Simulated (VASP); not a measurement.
Consider the following.

```
CELL_PARAMETERS angstrom
      1.90853     1.10189     6.06153
     -1.90853     1.10189     6.06153
      0.00000    -2.20378     6.06153
ATOMIC_POSITIONS crystal
  Cd 0.00000 0.00000 0.00000
  Cl 0.74546 0.74546 0.74546
  Cl 0.25454 0.25454 0.25454
```

Computed with PBEsol GGA with spin-orbit coupling, VASP's PBE PAW potentials (set 64) (plane waves; VASP). Run with 400 eV cut-off, 6×6×6 Γ-centred mesh, Gaussian smearing of 0.050 eV, potentials Cd Cl.

Give the energies of bands 17 to 30 at the high-symmetry points, in eV from the valence-band maximum.

```tsv
band	Γ	T	H2	L	S0	F
17	-0.69	-1.24	-2.37	-2.71	-2.27	-2.93
18	-0.69	-1.24	-2.37	-2.71	-2.27	-2.93
19	-0.57	-0.75	-2.12	-1.56	-2.22	-1.62
20	-0.57	-0.75	-2.12	-1.56	-2.22	-1.62
21	-0.29	-0.65	-1.73	-1.45	-1.77	-1.24
22	-0.29	-0.65	-1.73	-1.45	-1.77	-1.24
23	-0.12	-0.05	-0.40	-0.52	-0.40	-0.07
24	-0.12	-0.05	-0.40	-0.52	-0.40	-0.07
25	-0.08	-0.01	-0.33	-0.22	-0.34	0.00
26	-0.08	-0.01	-0.33	-0.22	-0.34	0.00
27	3.53	4.50	5.31	4.99	5.33	4.53
28	3.53	4.50	5.31	4.99	5.33	4.53
29	6.10	6.08	8.08	7.28	8.20	6.57
30	6.10	6.08	8.08	7.28	8.20	6.57
```

The gap is indirect, 3.53 eV, from the valence maximum at F to the conduction minimum at Γ.

The structure comes from a computed database's CdCl2 entry (R-3m); how it stands against other phases isn't given here. It was relaxed first.
